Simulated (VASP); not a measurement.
An input for Ansatz (written as the equivalent of a VASP run, and not itself run):

Ansatz 0.2 input:
```yaml
crystal:
  lattice:
    - [3.5012050, 0.0000000, 0.0000000]
    - [0.0000000, 11.9281610, 0.0000000]
    - [0.0000000, 0.0000000, 17.1998000]
  atoms:
    - { symbol: Nb, position: [0.5000000, 0.9997200, 0.3488410] }
    - { symbol: Nb, position: [0.0000000, 0.2497200, 0.3488410] }
    - { symbol: Nb, position: [0.0000000, 0.4997200, 0.4496160] }
    - { symbol: Nb, position: [0.5000000, 0.7497200, 0.4496160] }
    - { symbol: Nb, position: [0.5000000, 0.9997200, 0.5503840] }
    - { symbol: Nb, position: [0.0000000, 0.2497200, 0.5503840] }
    - { symbol: Nb, position: [0.0000000, 0.4997200, 0.6511590] }
    - { symbol: Nb, position: [0.5000000, 0.7497200, 0.6511590] }
    - { symbol: As, position: [0.0000000, 0.9172800, 0.4496160] }
    - { symbol: As, position: [0.5000000, 0.1672800, 0.4496160] }
    - { symbol: As, position: [0.5000000, 0.4172800, 0.3488410] }
    - { symbol: As, position: [0.0000000, 0.6672800, 0.3488410] }
    - { symbol: As, position: [0.0000000, 0.9172800, 0.6511590] }
    - { symbol: As, position: [0.5000000, 0.1672800, 0.6511590] }
    - { symbol: As, position: [0.5000000, 0.4172800, 0.5503840] }
    - { symbol: As, position: [0.0000000, 0.6672800, 0.5503840] }
kpoints:
  mp_grid: { grid: [9, 3, 1] }
hamiltonian:
  xc: pbesol
  pseudopotentials: { kind: paw }
scf:
  occupations: { method: methfessel_paxton, width: 0.1 }
  max_iter: 100
output: { forces: true, stress: true, eigenvalues: true }
```

Task: Translate this input to VASP (INCAR, KPOINTS, POSCAR, choice of POTCAR).

Result: Several could match; the one computed here: 
INCAR:
```
SYSTEM = NbAs
PREC = Accurate; ENCUT = 300; LREAL = Auto
LASPH = .True.
EDIFF = 1E-6; NELM = 100; ALGO = Normal
LMAXMIX = 4
ISMEAR = 1; SIGMA = 0.1
GGA = PS
ISIF = 2
LWAVE = .False.; LCHARG = .False.
```

File KPOINTS:
```
Automatic mesh
0
Gamma
9 3 1
0 0 0
```

### POSCAR
```
NbAs
1
    3.5012050000     0.0000000000     0.0000000000
    0.0000000000    11.9281610000     0.0000000000
    0.0000000000     0.0000000000    17.1998000000
Nb As
8 8
Direct
  0.5000000000   0.9997200000   0.3488410000
  0.0000000000   0.2497200000   0.3488410000
  0.0000000000   0.4997200000   0.4496160000
  0.5000000000   0.7497200000   0.4496160000
  0.5000000000   0.9997200000   0.5503840000
  0.0000000000   0.2497200000   0.5503840000
  0.0000000000   0.4997200000   0.6511590000
  0.5000000000   0.7497200000   0.6511590000
  0.0000000000   0.9172800000   0.4496160000
  0.5000000000   0.1672800000   0.4496160000
  0.5000000000   0.4172800000   0.3488410000
  0.0000000000   0.6672800000   0.3488410000
  0.0000000000   0.9172800000   0.6511590000
  0.5000000000   0.1672800000   0.6511590000
  0.5000000000   0.4172800000   0.5503840000
  0.0000000000   0.6672800000   0.5503840000
```

POTCAR, in this order: Nb_sv As (PBE.64 set). Program: vasp_std.

The two are equivalent in intent, not identical: each code has its own PAW files, so the cut-off isn't converted (ENCUT is set for VASP's; basis.ecutwfc is left out, and Ansatz then takes the one that its files recommend); Ansatz stops its SCF on the density residual and VASP on the energy change (EDIFF).

The cell is a sheet with vacuum, built from a database entry that may be metastable or hypothetical.
